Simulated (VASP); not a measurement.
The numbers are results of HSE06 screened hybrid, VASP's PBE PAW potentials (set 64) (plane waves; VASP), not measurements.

The input files of a VASP run:

**KPOINTS**
```
Automatic mesh
0
Gamma
1 1 1
0 0 0
```

**POSCAR**
```
C63N
7.1465550
  1.0000000222   0.0000000000   0.0000000000
  0.0000000000   1.0000000222   0.0000000000
  0.0000000000   0.0000000000   1.0000000222
C N
63 1
Cartesian
  0.4999172261   0.0002018471   0.0001544438
  0.6253126745   0.1252625661   0.1252887427
  0.7500181385   0.2500515247   0.0002011044
  0.8747998355   0.3747396809   0.1252768448
  0.7500087780   0.0002004830   0.2500832655
  0.8748402553   0.1252355202   0.3748076768
  0.9999092909   0.0002407527   0.0001437898
  0.1248236678   0.1251112249   0.1250752919
  0.2498042535   0.2500900551   0.0001041484
  0.3749069057   0.3751466080   0.1248843093
  0.4999061758   0.5001912606   0.0001626326
  0.6249325990   0.6252021464   0.1248996003
  0.7500036469   0.7503049076   0.0001647077
  0.8750364084   0.8752981604   0.1250950869
  0.2498301011   0.0001459510   0.2500787309
  0.3749351871   0.1248615890   0.3752115187
  0.4988933650   0.2503539659   0.2503743982
  0.6259817384   0.3740950468   0.3741002816
  0.7497189607   0.5011554115   0.2503572901
  0.8752210964   0.6251677589   0.3750918312
  0.4999133637   0.0001303580   0.5001513964
  0.6249528534   0.1248524032   0.6251816089
  0.7496708646   0.2503254699   0.5011702814
  0.8751801719   0.3751319736   0.6251945028
  0.7500200487   0.0001175478   0.7502432794
  0.8750360163   0.1250747456   0.8752126210
  0.9998860506   0.5001210085   0.0001776493
  0.1250102206   0.6254983271   0.1252478118
  0.2498014123   0.7502644200   0.0002016575
  0.3745312198   0.8750746191   0.1252498408
  0.9998801899   0.2500779321   0.2500899847
  0.1246524820   0.3751567025   0.3751437687
  0.2500813235   0.4991766915   0.2503815501
  0.3738202778   0.6262641577   0.3739970518
  0.5009081725   0.7499688343   0.2503188288
  0.6249704152   0.8754328829   0.3751293934
  0.9999422038   0.0001462737   0.5001839800
  0.1250356252   0.1252562956   0.6255754824
  0.2501578072   0.2503770069   0.4992111776
  0.3738022548   0.3740495632   0.6262970360
  0.6259950048   0.6262697999   0.6262953318
  0.7497159812   0.7499344550   0.4991251734
  0.8748278416   0.8750342030   0.6255083733
  0.2498239901   0.0001749432   0.7502575403
  0.3745235856   0.1252599199   0.8750510184
  0.5009136245   0.2503526344   0.7499717597
  0.6249392123   0.3751301125   0.8754259486
  0.7497275632   0.4991722915   0.7499541367
  0.8748203646   0.6255231736   0.8750745534
  0.9999337586   0.7502451788   0.2500696170
  0.1250350113   0.8750378449   0.3747633595
  0.9999153537   0.5001538583   0.5001434074
  0.1246616699   0.6251385334   0.6251304123
  0.2501306390   0.7499329375   0.5011550553
  0.3749007790   0.8753854999   0.6252000260
  0.9999004561   0.2500369321   0.7502360521
  0.1249961796   0.3747283112   0.8750769110
  0.2501320434   0.5011351037   0.7499953931
  0.3749331430   0.6251858769   0.8754515900
  0.4989375842   0.7499476829   0.7499965334
  0.6253460022   0.8750584608   0.8750936118
  0.9999066809   0.7502119839   0.7502693922
  0.1248449702   0.8752789633   0.8752658710
  0.4999240834   0.5001942483   0.5001439575
```

### INCAR
```
SYSTEM = C63N
PREC = Normal
ENCUT = 400
EDIFF = 1E-5
NELM = 50
ALGO = Normal
LREAL = Auto
LASPH = .TRUE.
ISMEAR = 0
SIGMA = 0.05
GGA = PE
LWAVE = .FALSE.
LCHARG = .FALSE.
NELMIN = 4
ISYM = 0
NELECT = 256.0
HFSCREEN = 0.2
AEXX = 0.25
LHFCALC = .TRUE.
PRECFOCK = Fast
ISIF = 0
```

POTCAR, in this order: C N (PBE.64 set). Program: vasp_gam. Read from the step before: WAVECAR.

The cell is charged, with a uniform compensating background. The supercell is sampled at Γ alone, which is coarse: total energies, pressure and levels can be off, energies of defects by several tenths of an eV.

### Question
What does the run give for the energy per atom (σ→0), largest force?

### Answer

```yaml
energy per atom (σ→0): -1025.1 kJ/mol of atoms
largest_force: 0.155 eV/Å
```

OSZICAR:
```
...
DAV:   3    -0.679984024652E+03    0.17903E-01   -0.13248E-02   364   0.300E-01    0.133E+00
DAV:   4    -0.679978902498E+03    0.51222E-02   -0.43751E-03   364   0.176E-01    0.704E-01
DAV:   5    -0.679977514647E+03    0.13879E-02   -0.10722E-03   363   0.887E-02    0.377E-01
DAV:   6    -0.679977118445E+03    0.39620E-03   -0.26337E-04   347   0.455E-02    0.202E-01
DAV:   7    -0.679977003718E+03    0.11473E-03   -0.66539E-05   364   0.236E-02    0.109E-01
DAV:   8    -0.679976970074E+03    0.33644E-04   -0.15496E-05   211   0.121E-02    0.605E-02
DAV:   9    -0.679976960471E+03    0.96035E-05   -0.59248E-06   195   0.830E-03
   1 F= -.67997696E+03 E0= -.67997696E+03  d E =-.484824E-14
```

The cell is a supercell with a defect, built from C (diamond): N_C, charge +1. The cell's shape comes from a PBE relaxation. The run is not spin-polarised, so no state with unpaired spins was tried.
